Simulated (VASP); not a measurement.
Here is the system:

```
CELL_PARAMETERS angstrom
      0.00000     1.93961     1.93961
      1.93961     0.00000     1.93961
      1.93961     1.93961     0.00000
ATOMIC_POSITIONS crystal
  Pt 0.00000 0.00000 0.00000
```

Method: PBE GGA, VASP's PBE PAW potentials (set 64) (plane waves; VASP). Numerical set-up: 480 eV cut-off, 14×14×14 Γ-centred mesh, first-order Methfessel-Paxton smearing of 0.10 eV, potentials Pt.

Unless said otherwise, spin-orbit coupling is left out, though it shifts the bands of the heavy elements here.

Task: Predict the energy per atom (σ→0), pressure, band gap (on the k-mesh) with the smallest direct gap where there is one.

Result: 
```
Property                                                    Result
------------------------  ----------------------------------------
band gap (on the k-mesh)  none (metal, semimetal or under 0.01 eV)
energy per atom (σ→0)                               -6.046 eV/atom
pressure                                                 20.06 GPa
```

Only differences to runs with the same potentials and settings are physical.

The compound is Pt in the fcc structure. It was relaxed first under an external pressure of 20 GPa.
